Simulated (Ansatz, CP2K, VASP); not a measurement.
One structure in several programs: La3TlC (P1, 5 atoms in the cell)

Self-consistent single point, at a second geometry (atoms moved at random). First geometry:

```xyz
5
Lattice="5.3251 0.0000 0.0000 0.0000 5.3251 0.0000 0.0000 0.0000 5.3251" Properties=species:S:1:pos:R:3 pbc="T T T"
La     2.6626     0.0000     2.6626
La     0.0000     2.6626     2.6626
La     2.6626     2.6626     0.0000
Tl     0.0000     0.0000     0.0000
C      2.6626     2.6626     2.6626
```

Second geometry:
```xyz
5
Lattice="5.3251 0.0000 0.0000 0.0000 5.3251 0.0000 0.0000 0.0000 5.3251" Properties=species:S:1:pos:R:3 pbc="T T T"
La     2.6563     0.0056     2.6397
La     0.0119     2.6331     2.6076
La     2.6301     2.6828     0.0318
Tl     0.0203     0.0284     0.0813
C      2.6691     2.6377     2.6274
```

Shared settings, as Ansatz (a quantum-chemistry and plane-wave program) writes them: kpoints.mp_grid.grid = 5 5 5; scf.occupations.method = gaussian; scf.occupations.width = 0.272 eV. Potentials and cutoffs stand in the table.

| code | model | ΔF from the first geometry (meV/atom) | pressure (GPa) | largest force (eV/Å) | cutoff |
|---|---|---|---|---|---|
| VASP | LDA (PZ), VASP's LDA PAW potentials (set 64) | 2.7 | -6.35 | 0.221 | 400 eV |
| Ansatz | LDA (PW92), PAW files made with PBE | 2.7 | -6.21 | 0.220 | default |
| CP2K | LDA (Pade form), GPW, DZVP-MOLOPT-SR-GTH basis, GTH-PADE potentials (GTH_POTENTIALS) | 3.3 | -5.33 | 0.263 | grid 500 Ry |

Size of the force on each atom (eV/Å): Sizes of forces hide their directions.

```tsv
code	La1	La2	La3	Tl4	C5
VASP	0.175	0.221	0.199	0.071	0.102
Ansatz	0.174	0.220	0.199	0.068	0.103
CP2K	0.194	0.261	0.263	0.073	0.086
```

On Ansatz's run: spin-orbit coupling is off.

The spread over the programs that give each value: ΔF from the first geometry within 0.6 meV/atom; pressure within 1.02 GPa; largest force within 0.043 eV/Å.

CP2K uses small atom-centred bases, whose incompleteness enters pressures, forces and empty levels differently from a plane-wave cutoff. Ansatz's pressure is given at a fixed set of plane waves, as the other plane-wave codes print theirs; with its correction for the finite basis it is -6.18 GPa. The same LDA comes in different parametrisations, which differ slightly.

VASP's run is marked for a possible Pulay error in its stress at this cutoff; no cutoff test was made.

The starting cell comes from a database of computed structures (which also holds hypothetical and non-ambient phases and stackings), without a prior relaxation at this level. Its lattice was rescaled by a random factor within 2.5 % of one. For this run, on top of that: atoms moved at random.

Keys are those of Ansatz 0.2.
